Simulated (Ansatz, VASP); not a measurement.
# SiC (Moissanite) in two plane-wave programs, part 3 of 3

One calculation is typed for both programs; each brings its own data sets. How far apart do they land? The cell is taken from a series of runs on this material, whose earlier steps may have relaxed, scaled, displaced or heated it; both programs get it as it stands.

VASP 6.6.1 and Ansatz 0.2.0.

So far: Set-up; Ansatz: zone-centre phonons, PBE, pair 1; VASP: zone-centre phonons, PBE, pair 1.

### 3. VASP: zone-centre phonons, PBE, pair 1 (continued)

Level of this step: PBE; plane waves and PAW (C, Si) (VASP).

Numbers of over 12 decimals in the logs are rounded to 6 here.

From OUTCAR (step 3):

```text
ion  position               nearest neighbor table
   1  0.333  0.667  0.380-   4 1.91   4 1.91   4 1.91   3 1.92
   2  0.667  0.333  0.880-   3 1.91   3 1.91   3 1.91   4 1.92
   3  0.333  0.667  0.005-   2 1.91   2 1.91   2 1.91   1 1.92   4 3.12   4 3.12   4 3.12   4 3.12
                             4 3.12   4 3.12
   4  0.667  0.333  0.505-   1 1.91   1 1.91   1 1.91   2 1.92   3 3.12   3 3.12   3 3.12   3 3.12
                             3 3.12   3 3.12

  LATTYP: Found a hexagonal cell.
 ALAT       =     3.1122038202
 C/A-ratio  =     1.6414147143

 Subroutine GETGRP returns: Found 12 space group operations
 (whereof  6 operations were pure point group operations)

The static configuration has the point symmetry C_3v.
 The point group associated with its full space group is C_6v.

 Found     76 irreducible k-points:

   k-points           NKPTS =     76   k-points in BZ     NKDIM =     76   number of bands    NBANDS=     14

   dimension x,y,z NGX =    28 NGY =   28 NGZ =   42
   dimension x,y,z NGXF=    56 NGYF=   56 NGZF=   84

   ENCUT  =  600.0 eV  44.10 Ry    6.64 a.u.   6.22  6.22 10.20*2*pi/ulx,y,z

   NELECT =      16.0000    total number of electrons

 k-points in reciprocal lattice and weights: Automatic mesh
   0.00000000  0.00000000  0.00000000       0.001
   0.08333333 -0.00000000  0.00000000       0.007
   0.16666667 -0.00000000  0.00000000       0.007
   0.25000000 -0.00000000  0.00000000       0.007
   0.33333333 -0.00000000  0.00000000       0.007
   0.41666667 -0.00000000  0.00000000       0.007
   0.50000000 -0.00000000  0.00000000       0.003
   0.08333333  0.08333333  0.00000000       0.007
   0.16666667  0.08333333  0.00000000       0.014
[...]
-1.556101910  2.695247570  0.000000000     0.000000000  0.371023431  0.000000000
     0.000000000  0.000000000  5.108417144     0.000000000  0.000000000  0.195755353

 POSITION                                       TOTAL-FORCE (eV/Angst)
 -----------------------------------------------------------------------------------
     -0.00000      1.79683      1.94340        -0.000000     -0.000000     -0.000052
      1.55610      0.89842      4.49761         0.000000      0.000000     -0.000052
     -0.00000      1.79683      0.02334        -0.000000      0.000000      0.000052
      1.55610      0.89842      2.57755         0.000000      0.000000      0.000052
 -----------------------------------------------------------------------------------
    total drift:                               -0.000000     -0.000000      0.000368

 MACROSCOPIC STATIC DIELECTRIC TENSOR (including local field effects in DFT)
 ------------------------------------------------------
           7.016697    -0.000000     0.000000
          -0.000000     7.016697     0.000000
           0.000000     0.000000     7.382842
 ------------------------------------------------------

 PIEZOELECTRIC TENSOR (including local field effects)  for field in x, y, z        (C/m^2)
          XX          YY          ZZ          XY          YZ          ZX
  --------------------------------------------------------------------------------
  x     0.00000     0.00000     0.00000     0.00000     0.00000     0.57700
  y     0.00000     0.00000    -0.00000     0.00000     0.57700     0.00000
  z     0.47033     0.47033    -0.82073     0.00000     0.00000     0.00000

 BORN EFFECTIVE CHARGES (including local field effects) (in |e|, cummulative output)
 ---------------------------------------------------------------------------------
 ion    1
    1    -2.63009     0.00000     0.00000
    2     0.00000    -2.63009    -0.00000
    3     0.00000    -0.00000    -2.82669
 ion    2
    1    -2.63009     0.00000     0.00000
    2     0.00000    -2.63009     0.00000
    3     0.00000     0.00000    -2.82669
 ion    3
    1     2.63009     0.00000     0.00000
    2     0.00000     2.63009     0.00000
    3     0.00000     0.00000     2.82669
 ion    4
    1     2.63009    -0.00000     0.00000
    2     0.00000     2.63009     0.00000
    3     0.00000    -0.00000     2.82669

 Eigenvectors and eigenvalues of the dynamical matrix
 ----------------------------------------------------

   1 f  =   23.893108 THz   150.124827 2PiTHz  796.988303 cm-1    98.813911 meV
             X         Y         Z           dx          dy          dz
     -0.000000  1.796832  1.943402     0.000000    0.000000    0.705841
      1.556102  0.898416  4.497611     0.000000    0.000000   -0.705841
     -0.000000  1.796832  0.023339    -0.000000   -0.000000    0.042298
      1.556102  0.898416  2.577547    -0.000000   -0.000000   -0.042298

   2 f  =   22.834364 THz   143.472543 2PiTHz  761.672409 cm-1    94.435300 meV
             X         Y         Z           dx          dy          dz
     -0.000000  1.796832  1.943402     0.000001    0.591800   -0.000000
      1.556102  0.898416  4.497611     0.000001    0.591800    0.000000
     -0.000000  1.796832  0.023339    -0.000000   -0.387005   -0.000000
      1.556102  0.898416  2.577547    -0.000000   -0.387005    0.000000

   3 f  =   22.834364 THz   143.472543 2PiTHz  761.672409 cm-1    94.435300 meV
             X         Y         Z           dx          dy          dz
     -0.000000  1.796832  1.943402     0.591800   -0.000001   -0.000000
      1.556102  0.898416  4.497611     0.591800   -0.000001    0.000000
     -0.000000  1.796832  0.023339    -0.387005    0.000000    0.000000
      1.556102  0.898416  2.577547    -0.387005    0.000000    0.000000

   4 f  =   21.970866 THz   138.047020 2PiTHz  732.869188 cm-1    90.864158 meV
             X         Y         Z           dx          dy          dz
     -0.000000  1.796832  1.943402     0.000000   -0.000000   -0.591778
      1.556102  0.898416  4.497611    -0.000000    0.000000   -0.591778
     -0.000000  1.796832  0.023339     0.000000   -0.000000    0.387039
      1.556102  0.898416  2.577547    -0.000000    0.000000    0.387039

   5 f  =   21.684472 THz   136.247556 2PiTHz  723.316128 cm-1    89.679730 meV
             X         Y         Z           dx          dy          dz
     -0.000000  1.796832  1.943402     0.000001    0.608238   -0.000000
      1.556102  0.898416  4.497611    -0.000001   -0.608238    0.000000
     -0.000000  1.796832  0.023339     0.000001    0.360619    0.000000
      1.556102  0.898416  2.577547    -0.000001   -0.360619    0.000000

   6 f  =   21.684472 THz   136.247556 2PiTHz  723.316128 cm-1    89.679730 meV
             X         Y         Z           dx          dy          dz
     -0.000000  1.796832  1.943402     0.608238   -0.000001    0.000000
      1.556102  0.898416  4.497611    -0.608238    0.000001    0.000000
     -0.000000  1.796832  0.023339     0.360619   -0.000001   -0.000000
      1.556102  0.898416  2.577547    -0.360619    0.000001   -0.000000

   7 f  =   17.195863 THz   108.044793 2PiTHz  573.592242 cm-1    71.116342 meV
             X         Y         Z           dx          dy          dz
     -0.000000  1.796832  1.943402    -0.000000   -0.000000   -0.042298
      1.556102  0.898416  4.497611     0.000000    0.000000    0.042298
     -0.000000  1.796832  0.023339     0.000000    0.000000    0.705841
      1.556102  0.898416  2.577547    -0.000000   -0.000000   -0.705841

   8 f  =    7.718954 THz    48.499619 2PiTHz  257.476596 cm-1    31.923015 meV
             X         Y         Z           dx          dy          dz
     -0.000000  1.796832  1.943402     0.000001   -0.360619    0.000000
      1.556102  0.898416  4.497611    -0.000001    0.360619    0.000000
     -0.000000  1.796832  0.023339    -0.000002    0.608238    0.000000
      1.556102  0.898416  2.577547     0.000002   -0.608238    0.000000

   9 f  =    7.718954 THz    48.499619 2PiTHz  257.476596 cm-1    31.923015 meV
             X         Y         Z           dx          dy          dz
     -0.000000  1.796832  1.943402     0.360619    0.000001   -0.000000
      1.556102  0.898416  4.497611    -0.360619   -0.000001   -0.000000
     -0.000000  1.796832  0.023339    -0.608238   -0.000002   -0.000000
      1.556102  0.898416  2.577547     0.608238    0.000002   -0.000000

  10 f/i=    0.000274 THz     0.001724 2PiTHz    0.009153 cm-1     0.001135 meV
             X         Y         Z           dx          dy          dz
     -0.000000  1.796832  1.943402    -0.321875    0.214870    0.000000
      1.556102  0.898416  4.497611    -0.321875    0.214870    0.000000
     -0.000000  1.796832  0.023339    -0.492205    0.328575    0.000000
      1.556102  0.898416  2.577547    -0.492205    0.328575    0.000000

  11 f/i=    0.000274 THz     0.001724 2PiTHz    0.009153 cm-1     0.001135 meV
             X         Y         Z           dx          dy          dz
     -0.000000  1.796832  1.943402    -0.214870   -0.321875    0.000000
      1.556102  0.898416  4.497611    -0.214870   -0.321875    0.000000
     -0.000000  1.796832  0.023339    -0.328575   -0.492205    0.000000
      1.556102  0.898416  2.577547    -0.328575   -0.492205    0.000000

  12 f/i=    0.000999 THz     0.006279 2PiTHz    0.033332 cm-1     0.004133 meV
             X         Y         Z           dx          dy          dz
     -0.000000  1.796832  1.943402     0.000000    0.000000    0.387039
      1.556102  0.898416  4.497611     0.000000    0.000000    0.387039
     -0.000000  1.796832  0.023339     0.000000    0.000000    0.591778
      1.556102  0.898416  2.577547     0.000000    0.000000    0.591778

 MACROSCOPIC STATIC DIELECTRIC TENSOR IONIC CONTRIBUTION
 ------------------------------------------------------
           3.255072     0.000000    -0.000000
           0.000000     3.255072     0.000000
          -0.000000     0.000000     4.061038
 ------------------------------------------------------

 ELASTIC MODULI CONTR FROM IONIC RELAXATION (kBar)
 Direction    XX          YY          ZZ          XY          YZ          ZX
 --------------------------------------------------------------------------------
 XX        -338.7010    190.6842    137.6903      0.0000     -0.0000      0.0000
 YY         190.6842   -338.7010    137.6903     -0.0000      0.0000     -0.0000
 ZZ         137.6903    137.6903   -256.1687     -0.0000      0.0000     -0.0000
 XY           0.0000     -0.0000     -0.0000   -264.6926     -0.0000     -0.0000
 YZ           0.0000     -0.0000      0.0000     -0.0000    -84.7869     -0.0000
 ZX           0.0000     -0.0000     -0.0000      0.0000     -0.0000    -91.6699
 --------------------------------------------------------------------------------

 PIEZOELECTRIC TENSOR IONIC CONTR  for field in x, y, z        (C/m^2)
          XX          YY          ZZ          XY          YZ          ZX
  --------------------------------------------------------------------------------
  x     0.00000    -0.00000    -0.00000     0.00000    -0.00000    -0.51400
  y     0.00000     0.00000     0.00000    -0.00000    -0.49433    -0.00000
  z    -0.51586    -0.51586     0.95974     0.00000    -0.00000     0.00000
```

### 4. Comparison

Known differences besides the potentials themselves: fixed occupations in Ansatz, narrow Gaussian smearing in VASP; VASP's response is taken on the typed mesh, Ansatz refines its own for the field response alone; the cutoff is 420 eV in Ansatz and 600 eV in VASP. Total energies have different zeros and are not compared.

The two programs side by side:

```
                                     quantity  Ansatz   VASP  difference
                                        ε∞ xx    7.01   7.02     -0.10 %
                                        ε∞ yy    7.01   7.02     -0.10 %
                                        ε∞ zz    7.38   7.38     -0.02 %
 Born charge of C1 (mean of the diagonal) (e)   -2.71  -2.70       -0.02
Born charge of Si3 (mean of the diagonal) (e)    2.71   2.70       +0.02
                   optical mode 1 to 2 (cm⁻¹)   257.1  257.5     -0.13 %
                        optical mode 3 (cm⁻¹)   573.3  573.6     -0.06 %
                   optical mode 4 to 5 (cm⁻¹)   723.3  723.3     +0.00 %
                        optical mode 6 (cm⁻¹)   732.8  732.9     -0.01 %
                   optical mode 7 to 8 (cm⁻¹)   761.1  761.7     -0.07 %
                        optical mode 9 (cm⁻¹)   796.7  797.0     -0.03 %
```

Modes are paired by rising frequency, not by their patterns, so a pair may set unlike modes beside each other; they are those without the splitting of longitudinal modes.

### 5. VASP: zone-centre phonons, PBE, pair 2

Second derivatives magnify differences that forces hide, and they need a tight electronic threshold. The cell compared in this pair holds 43.69 Å³, against 42.85 Å³ for the pair before.

Input file INCAR:

```
SYSTEM = SiC
PREC = Accurate
ENCUT = 600
EDIFF = 1E-08
NELM = 120
ISMEAR = 0
SIGMA = 0.01
LREAL = .FALSE.
ALGO = Normal
GGA = PE
NBANDS = 14
LORBIT = 11
LWAVE = .FALSE.
LCHARG = .FALSE.
ISIF = 2
IBRION = 8
LEPSILON = .TRUE.
LASPH = .TRUE.
GGA_COMPAT = .FALSE.
EFERMI = MIDGAP
KPAR = 2
```

Input file POSCAR:

```
SiC
1.0
    3.1322395197      0.0000000000      0.0000000000
   -1.5661197599      2.7125989948      0.0000000000
    0.0000000000      0.0000000000      5.1421608162
C Si
2 2
Direct
    0.3333333333      0.6666666667      0.3804474465
    0.6666666667      0.3333333333      0.8804474465
    0.3333333333      0.6666666667      0.0045525535
    0.6666666667      0.3333333333      0.5045525535
```

Input file KPOINTS:

```
Automatic mesh
0
Gamma
12 12 6
0 0 0
```

The projector-augmented-wave data sets are C and Si (PBE family, release 64).

On the command line:

```
$ mpirun -np 2 vasp_std
```

The program printed:

```text
[... set-up lines as in an earlier step ...]
 entering main loop
       N       E                     dE             d eps       ncg     rms          rms(c)
DAV:   1     0.343516935391E+02    0.34352E+02   -0.78751E+03  2128   0.114E+03
DAV:   2    -0.302095745672E+02   -0.64561E+02   -0.58680E+02  2980   0.178E+02
DAV:   3    -0.334652156024E+02   -0.32556E+01   -0.32365E+01  2926   0.379E+01
DAV:   4    -0.334991988211E+02   -0.33983E-01   -0.33976E-01  2344   0.465E+00
[...]
DAV:  14    -0.300708998899E+02   -0.55633E-07   -0.22442E-08  2600   0.103E-03    0.138E-03
DAV:  15    -0.300708998454E+02    0.44569E-07   -0.19870E-08  2206   0.871E-04    0.631E-05
DAV:  16    -0.300708998409E+02    0.45079E-08   -0.17436E-09  1328   0.313E-04
   1 F= -.30070900E+02 E0= -.30070900E+02  d E =0.000000E+00
 Linear response reoptimize wavefunctions to high precision
DAV:   1    -0.300708998420E+02   -0.11335E-08   -0.13783E-10  1478   0.937E-05
DAV:   2    -0.300708998420E+02    0.14097E-10   -0.19128E-11  1256   0.334E-05
 Linear response G [H, r] |phi>, progress :
  Direction:   1
[...]
RMM:  11    -0.144725061610E-01    0.82479E-08   -0.63581E-09 21885   0.357E-06    0.425E-07
 first order change of Fermi-energy  -0.83991E+00
 force on displaced ion       3 direction 1 : -17.744  -0.001  -0.000
 Born effective charge ion    3 direction 1 :   2.614  -0.000   0.000
 Linear response progress:
  Degree of freedom:   4/  4
       N       E                     dE             d eps       ncg     rms          rms(c)
RMM:   1    -0.336770367752E-01   -0.33677E-01    0.43668E-02  7535   0.141E+00
RMM:   2    -0.268251118780E-01    0.68519E-02   -0.26848E-03  4617   0.394E-01    0.139E-01
RMM:   3    -0.262949367702E-01    0.53018E-03    0.35017E-04  4815   0.113E-01    0.757E-02
RMM:   4    -0.260845416037E-01    0.21040E-03    0.45124E-04  4893   0.738E-02    0.270E-02
[...]
RMM:  11    -0.261107972202E-01    0.13346E-06   -0.26445E-07  5099   0.471E-05    0.538E-06
RMM:  12    -0.261107599196E-01    0.37301E-07   -0.12426E-07  5236   0.935E-06    0.196E-06
RMM:  13    -0.261107519430E-01    0.79766E-08   -0.68289E-08  4852   0.404E-06    0.694E-07
 first order change of Fermi-energy  -0.43163E+00
 force on displaced ion       3 direction 3 :  -0.000  -0.000 -24.388
 Born effective charge ion    3 direction 3 :   0.000   0.000   2.809
 Born effective charges drift removed
 Linear response finished
```

From OUTCAR (step 5):

```text
 POSITION                                       TOTAL-FORCE (eV/Angst)
 -----------------------------------------------------------------------------------
     -0.00000      1.80840      1.95632         0.000000     -0.000000     -0.000025
      1.56612      0.90420      4.52740        -0.000000      0.000000     -0.000025
     -0.00000      1.80840      0.02341         0.000000     -0.000000      0.000025
      1.56612      0.90420      2.59449        -0.000000      0.000000      0.000025
 -----------------------------------------------------------------------------------
    total drift:                               -0.000000     -0.000000     -0.000104

 MACROSCOPIC STATIC DIELECTRIC TENSOR (including local field effects in DFT)
 ------------------------------------------------------
           7.076226    -0.000000     0.000000
          -0.000000     7.076226     0.000000
           0.000000     0.000000     7.444598
 ------------------------------------------------------

 MACROSCOPIC STATIC DIELECTRIC TENSOR IONIC CONTRIBUTION
 ------------------------------------------------------
           3.295680    -0.000000    -0.000000
          -0.000000     3.295680     0.000000
          -0.000000     0.000000     4.111529
 ------------------------------------------------------

[... 1 part as in an earlier step ...]
```

### 6. Ansatz: zone-centre phonons, PBE, pair 2

The same cell, functional and mesh now go to Ansatz, which takes its cutoff from its data sets.

The cell is taken from a series of runs on this material, whose earlier steps may have relaxed, scaled, displaced or heated it; both programs get it as it stands.

Input file input.yaml:

```yaml
crystal:
  lattice:
    - [3.1322395197, 0.0, 0.0]
    - [-1.5661197599, 2.7125989948, 0.0]
    - [0.0, 0.0, 5.1421608162]
  atoms:
    - { symbol: C, position: [0.3333333333, 0.6666666667, 0.3804474465] }
    - { symbol: C, position: [0.6666666667, 0.3333333333, 0.8804474465] }
    - { symbol: Si, position: [0.3333333333, 0.6666666667, 0.0045525535] }
    - { symbol: Si, position: [0.6666666667, 0.3333333333, 0.5045525535] }
kpoints:
  mp_grid: { grid: [12, 12, 6] }
hamiltonian:
  xc: pbe
  pseudopotentials: { kind: paw, azcp: { folder: soft_1 } }
scf:
  occupations: { method: fixed }
output:
  eigenvalues: true
phonons:
  method: dfpt
  dielectric: true
  rigid_motions: translations
```

On the command line:

```
$ ansatz run input.yaml --threads 4 --pin off --max-ram 16384MiB --backend cpu --events-out ev --progress --plain --runs-dir out
```

The program printed:

```text
[...]
Crystal: 4 atoms, lattice volume = 43.690 Å³
Basis set: ecut = 420 eV, 845 PW (Γ), exchange–correlation on 48×48×72 points (8 copies of the dense FFT grid, shifted against one another)
Bands: 12, of which v1, the nominal top of the filled ones, is band 8 counted from 1 (7 counted from 0)
Symmetry: 12 space group operations
k-points: 242 of 864 (irreducible under 2 space group operations, time reversal used)
[...]
optical modes at Γ + LO–TO along q̂ = [1.0000, 0.0000, 0.0000]:
      ω (cm⁻¹)  modes    IR ((D/Å)²/amu)
[...]
optical modes at Γ + LO–TO along q̂ = [0.0000, 1.0000, 0.0000]:
      ω (cm⁻¹)  modes    IR ((D/Å)²/amu)
[...]
optical modes at Γ + LO–TO along q̂ = [0.0000, 0.0000, 1.0000]:
      ω (cm⁻¹)  modes    IR ((D/Å)²/amu)
[...]
704.53      2             0.0000
        744.61      2            76.0015
        779.23      1             0.0000
        894.91      1            43.8047
[key lines of the parts left out:]
SCF converged after 9 iterations
Free energy (F): -1774.272612 eV
Fermi energy:    8.949350 eV
```

### 7. Side by side

The two programs side by side:

```
                                     quantity  Ansatz   VASP  difference
                                        ε∞ xx    7.07   7.08     -0.10 %
                                        ε∞ yy    7.07   7.08     -0.10 %
                                        ε∞ zz    7.44   7.44     -0.02 %
 Born charge of C1 (mean of the diagonal) (e)   -2.70  -2.68       -0.02
Born charge of Si3 (mean of the diagonal) (e)    2.70   2.68       +0.02
                   optical mode 1 to 2 (cm⁻¹)   257.4  257.7     -0.12 %
                        optical mode 3 (cm⁻¹)   561.8  562.1     -0.06 %
                   optical mode 4 to 5 (cm⁻¹)   704.5  704.7     -0.02 %
                        optical mode 6 (cm⁻¹)   716.6  716.9     -0.03 %
                   optical mode 7 to 8 (cm⁻¹)   744.6  745.3     -0.09 %
                        optical mode 9 (cm⁻¹)   779.2  779.7     -0.06 %
```

Modes are paired by rising frequency, not by their patterns, so a pair may set unlike modes beside each other; they are those without the splitting of longitudinal modes.

### 8. Results

```json
{
 "r.m.s. difference of the optical zone-centre modes, each program's sorted by frequency (zone-centre phonons, PBE, pair 1)": "0.34 cm⁻¹",
 "r.m.s. difference of the optical zone-centre modes, each program's sorted by frequency (zone-centre phonons, PBE, pair 2)": "0.41 cm⁻¹"
}
```

**Reading.** The r.m.s. difference of the optical zone-centre modes, each program's sorted by frequency is 0.34 cm⁻¹ (zone-centre phonons, PBE, pair 1). How closely two codes agree says nothing of how well the functional describes the real material.

[Lines on the potential files, build, host, timing and source positions are cut from VASP's logs without a mark.]

[Logs are printed without paths, hosts, clocks, repeated set-up lines and the standing remarks that a program may print on its own settings, such as how far it seeks lower states.]

[Hosts, paths, dates, database ids (printed as entryN), source tags and the programs' standing remarks are cut or masked in the printed files.]
